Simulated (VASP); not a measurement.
Input:

```xyz
4
Lattice="5.0496 0.0000 0.0000 -2.5248 4.3730 0.0000 0.0000 0.0000 21.1638" Properties=species:S:1:pos:R:3 pbc="T T T"
Y      0.0000     0.0000    13.1638
Y      0.0000     0.0000     9.7213
B      0.0000     2.9154     8.0000
B      2.5248     1.4577    11.4425
```

The numbers are results of PBE GGA, VASP's PBE PAW potentials (set 64) (plane waves; VASP), not measurements. Run with 400 eV cut-off, 7×7×1 Γ-centred mesh, Gaussian smearing of 0.10 eV, potentials Y_sv B.

The cell holds a wide vacuum, so values per volume refer to the whole cell.

Question: Give the energies of bands 9 to 17 at the high-symmetry points, in eV from the Fermi level.

Answer: 
| band | Γ | M | K |
|---|---|---|---|
| 9 | -5.62 | -5.09 | -5.05 |
| 10 | -4.99 | -4.86 | -4.80 |
| 11 | -1.61 | -1.69 | -1.48 |
| 12 | -0.34 | -0.84 | -0.95 |
| 13 | -0.34 | -0.31 | -0.51 |
| 14 | -0.24 | 0.03 | -0.09 |
| 15 | 0.02 | 0.05 | -0.09 |
| 16 | 0.53 | 0.34 | 0.34 |
| 17 | 0.53 | 0.37 | 0.47 |

It has no gap at this level: it comes out as a metal or semimetal.

The cell is a sheet with vacuum, built from a generated structure.
